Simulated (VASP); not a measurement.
OSZICAR of a VASP run on Tl (hcp):

**OSZICAR**
```
       N       E                     dE             d eps       ncg     rms          rms(c)
DAV:   1     0.132480763553E+03    0.13248E+03   -0.14495E+04  2184   0.144E+03
DAV:   2     0.303347479850E+01   -0.12945E+03   -0.12818E+03  2311   0.292E+02
DAV:   3     0.936885476416E+00   -0.20966E+01   -0.20894E+01  2618   0.335E+01
DAV:   4     0.924350827112E+00   -0.12535E-01   -0.12532E-01  2443   0.257E+00
DAV:   5     0.924193000129E+00   -0.15783E-03   -0.15783E-03  2487   0.298E-01    0.253E+00
DAV:   6     0.970562947723E+00    0.46370E-01   -0.91422E-02  2295   0.251E+00    0.179E+00
DAV:   7     0.978909482422E+00    0.83465E-02   -0.33700E-02  2259   0.150E+00    0.710E-01
DAV:   8     0.979540151902E+00    0.63067E-03   -0.18550E-03  2285   0.373E-01    0.354E-02
DAV:   9     0.979537055518E+00   -0.30964E-05   -0.11889E-05  2692   0.313E-02    0.925E-03
DAV:  10     0.979534104242E+00   -0.29513E-05   -0.33423E-06  1785   0.165E-02    0.991E-04
DAV:  11     0.979534010698E+00   -0.93544E-07   -0.19232E-07  1211   0.421E-03
   1 F= 0.97953401E+00 E0= 0.98000716E+00  d E =0.979534E+00
```

### Question
Which electronic solver shows in the log?

### Answer
It is blocked Davidson (ALGO = Normal, or the opening steps of other solvers). The INCAR had ALGO = Normal.

### Question
Can the final energy be trusted as converged?

### Answer
The run converged. It stopped with EDIFF = 1E-6, NELM = 100, NSW = 60 and EDIFFG = -0.01 after 1 ionic step (rev-vdW-DF2, plane waves, VASP's PBE PAW potentials (set 64)).

The compound is Tl in the hcp structure. It was relaxed first. The start is the result of an earlier pass.
